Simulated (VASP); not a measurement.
Method: TPSS meta-GGA, VASP's PBE PAW potentials (set 64) (plane waves; VASP 6.6.1).

VASP input:

**INCAR**
```
! general
SYSTEM   =  Na
PREC     =  Accurate
ENCUT    =  520
LREAL    =  .FALSE.
LASPH    =  .TRUE.

! electronic loop
EDIFF    =  1E-6
NELM     =  100
ALGO     =  Normal
LMIXTAU  =  .TRUE.

! smearing
ISMEAR   =  1
SIGMA    =  0.1

! functional
METAGGA  =  TPSS

! ions
IBRION   =  2
NSW      =  60
ISIF     =  3
EDIFFG   =  -0.01

! output
LWAVE    =  .FALSE.
LCHARG   =  .FALSE.
```

File KPOINTS:
```
Automatic mesh
0
Gamma
11 11 11
0 0 0
```

POSCAR:
```
Na
1
   -2.1088328627     2.1088328627     2.1088328627
    2.1088328627    -2.1088328627     2.1088328627
    2.1088328627     2.1088328627    -2.1088328627
Na
1
Direct
  0.0000000000   0.0000000000   0.0000000000
```

POTCAR, in this order: Na_pv (PBE.64 set). Program: vasp_std.

**Question.** Estimate the energy per atom (σ→0), volume per atom, band gap (on the k-mesh).

**Answer.** 
The energy per atom (σ→0) comes out as -4.765 eV/atom, the band gap (on the k-mesh) is none (metal, semimetal or under 0.01 eV) and the volume per atom is 37.60 Å^3/atom.

### OSZICAR
```
...
       N       E                     dE             d eps       ncg     rms          rms(c)
DAV:   1    -0.476536363782E+01   -0.19405E-03   -0.61305E-03   784   0.180E+00    0.938E-02
DAV:   2    -0.476524461647E+01    0.11902E-03   -0.11592E-04   791   0.231E-01    0.493E-02
DAV:   3    -0.476518292078E+01    0.61696E-04   -0.10203E-04   784   0.211E-01    0.299E-03
DAV:   4    -0.476515693310E+01    0.25988E-04   -0.42077E-05   784   0.963E-02    0.265E-03
DAV:   5    -0.476519478288E+01   -0.37850E-04   -0.17763E-05   784   0.461E-02    0.287E-04
DAV:   6    -0.476519397357E+01    0.80931E-06   -0.10503E-07   553   0.406E-03
   2 F= -.47651940E+01 E0= -.47650835E+01  d E =-.234875E-04
```

The compound is Na in the bcc structure. This run relaxes it. Symmetry was kept, so distortions that lower it aren't found. The start is the result of an earlier pass.
